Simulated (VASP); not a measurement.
Given:

```yaml
crystal:
  lattice:
    - [8.53474, 0.00000, 0.00000]
    - [-4.26737, 7.39130, 0.00000]
    - [0.00000, 0.00000, 7.58386]
  atoms:
    - { symbol: Cs, position: [0.33333, 0.66667, 0.75000] }
    - { symbol: Cs, position: [0.66667, 0.33333, 0.25000] }
    - { symbol: Sn, position: [0.00000, 0.00000, 0.00000] }
    - { symbol: Sn, position: [0.00000, 0.00000, 0.50000] }
    - { symbol: I, position: [0.17250, 0.34500, 0.25000] }
    - { symbol: I, position: [0.65500, 0.82750, 0.25000] }
    - { symbol: I, position: [0.17250, 0.82750, 0.25000] }
    - { symbol: I, position: [0.82750, 0.65500, 0.75000] }
    - { symbol: I, position: [0.34500, 0.17250, 0.75000] }
    - { symbol: I, position: [0.82750, 0.17250, 0.75000] }
```

These are r2SCAN meta-GGA, VASP's PBE PAW potentials (set 64) (plane waves; VASP 6.6.1) values and carry that method's errors. Settings: 400 eV cut-off, 4×4×4 Γ-centred mesh, tetrahedra with Blöchl corrections, potentials Cs_sv Sn_d I.

The cores are frozen, which limits the accuracy of field gradients.

**Question.** Give the principal components of the electric field gradient (V/Å²) and the asymmetry η at each nucleus.

**Answer.** 
| atom | Vxx | Vyy | Vzz | η |
|---|---|---|---|---|
| Cs1 | -9.7 | -9.7 | 19.5 | 0.00 |
| Cs2 | -9.7 | -9.7 | 19.5 | 0.00 |
| Sn3 | 11.3 | 11.3 | -22.6 | 0.00 |
| Sn4 | 11.3 | 11.3 | -22.6 | 0.00 |
| I5 | 150.0 | 38.5 | -188.5 | 0.59 |
| I6 | 150.0 | 38.5 | -188.5 | 0.59 |
| I7 | 150.0 | 38.5 | -188.5 | 0.59 |
| I8 | 150.0 | 38.5 | -188.5 | 0.59 |
| I9 | 150.0 | 38.5 | -188.5 | 0.59 |
| I10 | 150.0 | 38.5 | -188.5 | 0.59 |

The structure was generated: CsSnI3 was put into the 2H-BaNiO3 type (P6_3/mmc), which need not be its known phase. It was relaxed first, which changed the volume by -10 %.
